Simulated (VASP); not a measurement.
Output of a VASP run:

**OSZICAR**
```
...
DAV:   1    -0.330470410654E+03   -0.80947E-02   -0.65983E-01   736   0.163E+00    0.363E-01
RMM:   2    -0.330473590146E+03   -0.31795E-02   -0.35926E-02   648   0.394E-01    0.134E-01
RMM:   3    -0.330473855444E+03   -0.26530E-03   -0.53579E-03   661   0.170E-01    0.640E-02
RMM:   4    -0.330473898799E+03   -0.43355E-04   -0.96332E-04   685   0.724E-02    0.409E-02
RMM:   5    -0.330473905160E+03   -0.63605E-05   -0.19325E-04   659   0.325E-02    0.111E-02
RMM:   6    -0.330473910983E+03   -0.58235E-05   -0.53110E-05   505   0.163E-02
   7 F= -.33047391E+03 E0= -.33045940E+03  d E =-.126920E+00  mag=     1.0000
       N       E                     dE             d eps       ncg     rms          rms(c)
DAV:   1    -0.330485189884E+03   -0.11285E-01   -0.33194E-01   700   0.116E+00    0.287E-01
RMM:   2    -0.330486801228E+03   -0.16113E-02   -0.18083E-02   648   0.297E-01    0.105E-01
RMM:   3    -0.330486989904E+03   -0.18868E-03   -0.29606E-03   661   0.132E-01    0.503E-02
RMM:   4    -0.330487007104E+03   -0.17200E-04   -0.50539E-04   692   0.578E-02    0.265E-02
RMM:   5    -0.330487011705E+03   -0.46009E-05   -0.91084E-05   637   0.241E-02
   8 F= -.33048701E+03 E0= -.33047235E+03  d E =-.131007E-01  mag=     1.0000
       N       E                     dE             d eps       ncg     rms          rms(c)
DAV:   1    -0.330488615080E+03   -0.16080E-02   -0.13017E-01   748   0.726E-01    0.179E-01
RMM:   2    -0.330489256156E+03   -0.64108E-03   -0.71477E-03   648   0.187E-01    0.659E-02
RMM:   3    -0.330489334448E+03   -0.78292E-04   -0.11894E-03   661   0.839E-02    0.323E-02
RMM:   4    -0.330489342253E+03   -0.78052E-05   -0.20517E-04   694   0.368E-02    0.172E-02
RMM:   5    -0.330489344183E+03   -0.19308E-05   -0.37641E-05   473   0.155E-02
   9 F= -.33048934E+03 E0= -.33047454E+03  d E =-.154332E-01  mag=     1.0000
       N       E                     dE             d eps       ncg     rms          rms(c)
DAV:   1    -0.330492054868E+03   -0.27126E-02   -0.10796E-01   704   0.660E-01    0.151E-01
RMM:   2    -0.330492685534E+03   -0.63067E-03   -0.74029E-03   648   0.183E-01    0.668E-02
RMM:   3    -0.330492732038E+03   -0.46504E-04   -0.11418E-03   666   0.787E-02    0.378E-02
RMM:   4    -0.330492727473E+03    0.45650E-05   -0.20379E-04   661   0.347E-02    0.183E-02
RMM:   5    -0.330492728581E+03   -0.11079E-05   -0.47338E-05   502   0.155E-02
  10 F= -.33049273E+03 E0= -.33047800E+03  d E =-.338440E-02  mag=     1.0000
       N       E                     dE             d eps       ncg     rms          rms(c)
DAV:   1    -0.330493055426E+03   -0.32795E-03   -0.30090E-02   736   0.348E-01    0.792E-02
RMM:   2    -0.330493233994E+03   -0.17857E-03   -0.20482E-03   648   0.971E-02    0.355E-02
RMM:   3    -0.330493247987E+03   -0.13993E-04   -0.32311E-04   666   0.420E-02    0.202E-02
RMM:   4    -0.330493247144E+03    0.84325E-06   -0.56930E-05   549   0.186E-02
  11 F= -.33049325E+03 E0= -.33047855E+03  d E =-.390296E-02  mag=     1.0000
       N       E                     dE             d eps       ncg     rms          rms(c)
DAV:   1    -0.330493997277E+03   -0.74929E-03   -0.38501E-02   680   0.395E-01    0.881E-02
RMM:   2    -0.330494265492E+03   -0.26822E-03   -0.30170E-03   648   0.113E-01    0.437E-02
RMM:   3    -0.330494280569E+03   -0.15076E-04   -0.43967E-04   666   0.480E-02    0.267E-02
RMM:   4    -0.330494275993E+03    0.45759E-05   -0.94617E-05   596   0.221E-02
  12 F= -.33049428E+03 E0= -.33047966E+03  d E =-.102885E-02  mag=     1.0000
```

### OUTCAR
```
------------------------ aborting loop because EDIFF is reached ----------------------------------------
  FORCE on cell =-STRESS in cart. coord.  units (eV):
  Direction    XX          YY          ZZ          XY          YZ          ZX
  --------------------------------------------------------------------------------------
  Total        9.3659854      8.7625129      9.3311870      0.0269753     -0.0030724      0.0004878
  in kB       11.4699236     10.7308894     11.4273082      0.0330350     -0.0037625      0.0005974
  external PRESSURE =      11.2093737 kB  Pullay stress =       0.0000000 kB
  volume of cell :     1308.29
      direct lattice vectors                 reciprocal lattice vectors
    10.937074700  0.000000000  0.000000000     0.091432127  0.000000000  0.000000000
     0.000000000 10.937074700  0.000000000     0.000000000  0.091432127  0.000000000
     0.000000000  0.000000000 10.937074700     0.000000000  0.000000000  0.091432127
 POSITION                                       TOTAL-FORCE (eV/Angst)
 -----------------------------------------------------------------------------------
      5.46795     10.93523     10.93477        -0.001954     -0.000312      0.000018
      6.82486      1.39763      1.39627        -0.001874     -0.000874      0.004776
      8.19560      2.73932      0.00612         0.005735      0.000254     -0.002113
      9.53751      4.10936      1.39730         0.001123      0.002178     -0.002731
      8.19457      0.00488      2.73998         0.002347      0.001220      0.001386
      9.53600      1.39922      4.11067        -0.003049     -0.002929      0.000353
     10.93702     10.93650     10.93702         0.001341      0.004634      0.001545
      1.36589      1.36643      1.36633        -0.004053     -0.002669     -0.005045
      2.73972      2.73890     10.92775        -0.006430     -0.002207      0.003504
      4.10498      4.10191      1.37408        -0.002858     -0.001567     -0.000508
      5.46801      5.46716     10.93509         0.002923      0.000288     -0.003428
      6.83079      6.83089      1.37784        -0.004136      0.000429     -0.015068
      8.19710      8.19523     10.93121         0.002396      0.000768      0.001355
      9.57108      9.56948      1.36604         0.000554      0.000317     -0.000585
      2.73915     10.92546      2.73924        -0.003121      0.007316     -0.002910
      4.10466      1.37426      4.10317         0.002816     -0.000512      0.005118
      5.47667      2.80641      2.80714         0.004573      0.003406      0.004111
      6.64180      4.28261      4.28779         0.010128      0.007370      0.005256
      8.12392      5.45360      2.81098        -0.003736      0.004018     -0.001037
      9.55835      6.82986      4.10435         0.011719      0.003688      0.001357
      5.46836     10.93423      5.46798         0.001013     -0.008122     -0.000489
      6.83192      1.37648      6.83149        -0.005725     -0.010375     -0.004574
      8.12354      2.80922      5.45686         0.002384      0.003100     -0.000615
      9.55887      4.10231      6.82969         0.005249      0.000160      0.005210
      8.19777     10.92781      8.19694        -0.000814      0.004805      0.000156
      9.57113      1.36662      9.57082         0.002784     -0.002575      0.002222
     10.93528      5.46718     10.93461        -0.001254     -0.008375      0.000062
      1.39549      6.82547      1.39429         0.007177     -0.004727      0.006830
      2.74005      8.19352      0.00417        -0.001665      0.005686     -0.001118
      4.10982      9.53516      1.39553         0.002913     -0.008060     -0.006235
     10.92753      2.73909      2.73988        -0.000196     -0.000131     -0.004253
      1.37467      4.10152      4.10510        -0.000671     -0.002972     -0.003445
      2.80503      5.47587      2.80499         0.011365      0.004492      0.009739
      4.28388      6.64659      4.28366         0.009214      0.004492      0.005809
      5.45448      8.12448      2.80834         0.004477     -0.003078      0.003776
      6.82961      9.55352      4.10528         0.006512      0.005162     -0.003526
     10.93514     10.93676      5.46718        -0.002071     -0.001410     -0.003906
      1.39710      1.39742      6.82505         0.006462     -0.001926     -0.003699
      2.80833      2.80548      5.47630         0.004383      0.002530      0.002336
      4.28966      4.28078      6.64137         0.001849      0.012254      0.007558
      6.65089      6.64900      6.64741        -0.012284      0.000290     -0.002941
      8.12918      8.12602      5.48014        -0.006534     -0.003000     -0.004831
      9.54101      9.53628      6.82678        -0.005705     -0.006002     -0.008525
      2.74073      0.00418      8.19502         0.000129      0.003916      0.000207
      4.11125      1.39873      9.53694        -0.001468     -0.005880     -0.004538
      5.45761      2.80837      8.12455        -0.002414      0.000696      0.001605
      6.83053      4.10271      9.55811         0.002836      0.000747      0.006264
      8.12833      5.47885      8.12719        -0.002289     -0.001790     -0.002873
      9.53920      6.82662      9.53915        -0.006028     -0.004322     -0.006686
      0.00590      8.19393      2.73896        -0.002944      0.001921     -0.001705
      1.39562      9.53538      4.11028        -0.002205     -0.006818     -0.000266
     10.93636      5.46690      5.46809        -0.001865     -0.002364     -0.000436
      1.37838      6.83021      6.83126        -0.014557      0.004210     -0.003420
      2.80851      8.12421      5.45476         0.002916     -0.003444      0.006456
      4.10626      9.55287      6.82963        -0.005971      0.010082      0.004646
      0.00663      2.73893      8.19514        -0.002919      0.001551      0.004306
...
```
(Selected blocks of OUTCAR.)

File POSCAR:
```
NSi63
1
   10.9370747000     0.0000000000     0.0000000000
    0.0000000000    10.9370747000     0.0000000000
   -0.0000000000    -0.0000000000    10.9370747000
Si N
63 1
Direct
  0.5000000000   0.0000000000   0.0000000000
  0.6250000000   0.1250000000   0.1250000000
  0.7500000000   0.2500000000   0.0000000000
  0.8750000000   0.3750000000   0.1250000000
  0.7500000000   0.0000000000   0.2500000000
  0.8750000000   0.1250000000   0.3750000000
  0.0000000000   0.0000000000   0.0000000000
  0.1250000000   0.1250000000   0.1250000000
  0.2500000000   0.2500000000   0.0000000000
  0.3750000000   0.3750000000   0.1250000000
  0.5000000000   0.5000000000   0.0000000000
  0.6250000000   0.6250000000   0.1250000000
  0.7500000000   0.7500000000   0.0000000000
  0.8750000000   0.8750000000   0.1250000000
  0.2500000000   0.0000000000   0.2500000000
  0.3750000000   0.1250000000   0.3750000000
  0.5000000000   0.2500000000   0.2500000000
  0.6205650000   0.3716820000   0.3763380000
  0.7500000000   0.5000000000   0.2500000000
  0.8750000000   0.6250000000   0.3750000000
  0.5000000000   0.0000000000   0.5000000000
  0.6250000000   0.1250000000   0.6250000000
  0.7500000000   0.2500000000   0.5000000000
  0.8750000000   0.3750000000   0.6250000000
  0.7500000000   0.0000000000   0.7500000000
  0.8750000000   0.1250000000   0.8750000000
  0.0000000000   0.5000000000   0.0000000000
  0.1250000000   0.6250000000   0.1250000000
  0.2500000000   0.7500000000   0.0000000000
  0.3750000000   0.8750000000   0.1250000000
  0.0000000000   0.2500000000   0.2500000000
  0.1250000000   0.3750000000   0.3750000000
  0.2500000000   0.5000000000   0.2500000000
  0.3707220000   0.6222230000   0.3728170000
  0.5000000000   0.7500000000   0.2500000000
  0.6250000000   0.8750000000   0.3750000000
  0.0000000000   0.0000000000   0.5000000000
  0.1250000000   0.1250000000   0.6250000000
  0.2500000000   0.2500000000   0.5000000000
  0.3782640000   0.3704940000   0.6215440000
  0.6276300000   0.6222560000   0.6244680000
  0.7500000000   0.7500000000   0.5000000000
  0.8750000000   0.8750000000   0.6250000000
  0.2500000000   0.0000000000   0.7500000000
  0.3750000000   0.1250000000   0.8750000000
  0.5000000000   0.2500000000   0.7500000000
  0.6250000000   0.3750000000   0.8750000000
  0.7500000000   0.5000000000   0.7500000000
  0.8750000000   0.6250000000   0.8750000000
  0.0000000000   0.7500000000   0.2500000000
  0.1250000000   0.8750000000   0.3750000000
  0.0000000000   0.5000000000   0.5000000000
  0.1250000000   0.6250000000   0.6250000000
  0.2500000000   0.7500000000   0.5000000000
  0.3750000000   0.8750000000   0.6250000000
  0.0000000000   0.2500000000   0.7500000000
  0.1250000000   0.3750000000   0.8750000000
  0.2500000000   0.5000000000   0.7500000000
  0.3750000000   0.6250000000   0.8750000000
  0.5000000000   0.7500000000   0.7500000000
  0.6250000000   0.8750000000   0.8750000000
  0.0000000000   0.7500000000   0.7500000000
  0.1250000000   0.8750000000   0.8750000000
  0.4980750000   0.5003670000   0.4964480000
```

Task: Write an INCAR and KPOINTS that could have produced this output.

Result: This is not unique; one that fits is the input of the run itself, PBE GGA, plane waves, VASP's PBE PAW potentials (set 64).

INCAR:
```
# general
SYSTEM =NSi63
PREC   =Normal
ENCUT  =400
LREAL  =Auto   # projection in real space or not
LASPH  =.TRUE.   # aspherical one-centre terms
ISYM   =0
NELECT =259.0

# electronic loop
EDIFF  =1E-5
NELM   =100   # most electronic steps
NELMIN =4
ALGO   =Fast   # Davidson, then RMM-DIIS

# smearing
ISMEAR =0   # Gaussian
SIGMA  =0.05

# functional
GGA    =PE

# spin
ISPIN  =2   # spin-polarised
MAGMOM =64*0.0156
NUPDOWN=1

# ions
IBRION =2   # conjugate gradients
NSW    =60
ISIF   =2
EDIFFG =-0.03

# output
LWAVE  =.FALSE.
LCHARG =.FALSE.
LORBIT =10
```

KPOINTS:
```
Automatic mesh
0
Gamma
1 1 1
0 0 0
```

POTCAR, in this order: Si N (PBE.64 set). Program: vasp_gam.

At this cut-off the stress carries a Pulay error, which pulls relaxed volumes low. The cell is charged, with a uniform compensating background. The supercell is sampled at Γ alone, which is coarse: total energies, pressure and levels can be off, energies of defects by several tenths of an eV.

The cell is a supercell with a defect, built from Si (diamond): N_Si, charge -2.
